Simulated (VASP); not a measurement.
Output of a VASP run:

### OSZICAR
```
...
DAV:   5    -0.909821391134E+01   -0.16513E-05   -0.32921E-05  4816   0.753E-02    0.197E-03
DAV:   6    -0.909821400435E+01   -0.93013E-07   -0.13036E-06  5972   0.112E-02    0.116E-03
DAV:   7    -0.909821397082E+01    0.33535E-07   -0.15576E-07  2358   0.469E-03
   2 F= -.90982140E+01 E0= -.90982944E+01  d E =-.384298E-02
       N       E                     dE             d eps       ncg     rms          rms(c)
DAV:   1    -0.906607191273E+01    0.32142E-01   -0.12389E+01  4828   0.243E+01    0.482E-01
DAV:   2    -0.910446407033E+01   -0.38392E-01   -0.43483E-01  6480   0.746E+00    0.263E-01
DAV:   3    -0.910260593159E+01    0.18581E-02   -0.51707E-03  5912   0.851E-01    0.116E-01
DAV:   4    -0.910223449516E+01    0.37144E-03   -0.15378E-03  6076   0.503E-01    0.197E-02
DAV:   5    -0.910225093863E+01   -0.16443E-04   -0.34448E-04  4759   0.251E-01    0.641E-03
DAV:   6    -0.910225196655E+01   -0.10279E-05   -0.12684E-05  6265   0.351E-02    0.361E-03
DAV:   7    -0.910225169348E+01    0.27307E-06   -0.12810E-06  5275   0.140E-02    0.109E-03
DAV:   8    -0.910225170036E+01   -0.68881E-08   -0.65236E-08  2315   0.262E-03
   3 F= -.91022517E+01 E0= -.91023456E+01  d E =-.788071E-02
       N       E                     dE             d eps       ncg     rms          rms(c)
DAV:   1    -0.910165362923E+01    0.59806E-03   -0.30741E-01  4825   0.375E+00    0.731E-02
DAV:   2    -0.910242886032E+01   -0.77523E-03   -0.90047E-03  6478   0.112E+00    0.409E-02
DAV:   3    -0.910238032018E+01    0.48540E-04   -0.14891E-04  6555   0.139E-01    0.146E-02
DAV:   4    -0.910237569131E+01    0.46289E-05   -0.31538E-05  6281   0.601E-02    0.290E-03
DAV:   5    -0.910237590987E+01   -0.21856E-06   -0.45000E-06  4763   0.261E-02    0.947E-04
DAV:   6    -0.910237591762E+01   -0.77530E-08   -0.14023E-07  2440   0.456E-03
   4 F= -.91023759E+01 E0= -.91024686E+01  d E =-.800492E-02
       N       E                     dE             d eps       ncg     rms          rms(c)
DAV:   1    -0.910905079663E+01   -0.66749E-02   -0.29826E-01  4740   0.451E+00    0.394E-01
DAV:   2    -0.910545387122E+01    0.35969E-02   -0.13011E-02  6062   0.185E+00    0.253E-01
DAV:   3    -0.910293217828E+01    0.25217E-02   -0.43224E-03  5666   0.137E+00    0.265E-02
DAV:   4    -0.910303578917E+01   -0.10361E-03   -0.13695E-03  4642   0.486E-01    0.145E-02
DAV:   5    -0.910303688891E+01   -0.10997E-05   -0.54887E-05  5629   0.775E-02    0.448E-03
DAV:   6    -0.910303647101E+01    0.41790E-06   -0.39154E-06  5618   0.305E-02    0.156E-03
DAV:   7    -0.910303650058E+01   -0.29574E-07   -0.53178E-07  4451   0.844E-03
   5 F= -.91030365E+01 E0= -.91031352E+01  d E =-.660583E-03
       N       E                     dE             d eps       ncg     rms          rms(c)
DAV:   1    -0.910929018803E+01   -0.62537E-02   -0.29991E-01  4734   0.452E+00    0.395E-01
DAV:   2    -0.910567465740E+01    0.36155E-02   -0.13097E-02  6056   0.186E+00    0.254E-01
DAV:   3    -0.910314128436E+01    0.25334E-02   -0.43431E-03  5687   0.138E+00    0.265E-02
DAV:   4    -0.910324557557E+01   -0.10429E-03   -0.13795E-03  4624   0.487E-01    0.146E-02
DAV:   5    -0.910324665119E+01   -0.10756E-05   -0.55387E-05  5649   0.777E-02    0.447E-03
DAV:   6    -0.910324623448E+01    0.41671E-06   -0.40159E-06  5605   0.306E-02    0.158E-03
DAV:   7    -0.910324626294E+01   -0.28460E-07   -0.54337E-07  4468   0.865E-03
   6 F= -.91032463E+01 E0= -.91033419E+01  d E =-.870345E-03
```

File OUTCAR:
```
------------------------ aborting loop because EDIFF is reached ----------------------------------------
  FORCE on cell =-STRESS in cart. coord.  units (eV):
  Direction    XX          YY          ZZ          XY          YZ          ZX
  --------------------------------------------------------------------------------------
  Total       -0.9074479     -0.9057108     -0.9059027      0.0000000      0.0000000     -0.0005770
  in kB      -20.4514969    -20.4123489    -20.4166732      0.0000000      0.0000000     -0.0130048
  external PRESSURE =     -20.4268397 kB  Pullay stress =       0.0000000 kB
  volume of cell :       71.09
      direct lattice vectors                 reciprocal lattice vectors
     4.178540011 -2.274501867  0.004529314     0.119760856 -0.219828353 -0.093949765
     4.178540011  2.274501867  0.004529314     0.119760856  0.219828353 -0.093949765
     2.936409145  0.000000000  3.743137345    -0.000289829  0.000000000  0.267382937
 POSITION                                       TOTAL-FORCE (eV/Angst)
 -----------------------------------------------------------------------------------
      2.64435      0.00000      0.87857         0.000782      0.000000      0.000260
      8.64914      0.00000      2.87363        -0.000782      0.000000     -0.000260
 -----------------------------------------------------------------------------------
    total drift:                                0.000000      0.000000      0.000000
  FREE ENERGIE OF THE ION-ELECTRON SYSTEM (eV)
  ---------------------------------------------------
  free  energy   TOTEN  =        -9.1032462629 eV

  energy  without entropy=       -9.1035330614  energy(sigma->0) =       -9.10334186

 reached required accuracy - stopping structural energy minimisation
```
(Selected blocks of OUTCAR.)

File POSCAR:
```
Bi
1
    4.1249402897    -2.2918443181    -0.0238298201
    4.1249402897     2.2918443181    -0.0238298201
    2.8733384289     0.0000000000     3.7432842443
Bi
2
Direct
  0.2372456506   0.2372456506   0.2372456506
  0.7627543494   0.7627543494   0.7627543494
```

Question: Reconstruct the remaining input files.

Answer: One answer among several that fit: the input of the run itself, LDA (Ceperley-Alder, Perdew-Zunger), plane waves, VASP's LDA PAW potentials (set 64).

### INCAR
```
LASPH  =  .True.   # aspherical one-centre terms
SIGMA  =  0.1   # width (eV)
LREAL  =  .False.   # projection in real space or not
EDIFFG  =  -0.01
LCHARG  =  .False.
ISMEAR  =  1
PREC  =  Accurate
LWAVE  =  .False.
ALGO  =  Normal
LMAXMIX  =  4   # l cut-off of mixed one-centre charges
ENCUT  =  520   # plane-wave cut-off (eV)
IBRION  =  2
NELM  =  100   # most electronic steps
ISIF  =  4   # ions and shape, fixed volume
SYSTEM  =  Bi
NSW  =  30   # most ionic steps
EDIFF  =  1E-7
```

File KPOINTS:
```
Automatic mesh
0
Gamma
10 10 10
0 0 0
```

POTCAR, in this order: Bi_d (LDA.64 set). Program: vasp_std.

The compound is Bi in the a7 structure. This cell is one point of a volume scan, at 1.06 of the reference volume. Symmetry was kept, so distortions that lower it aren't found.
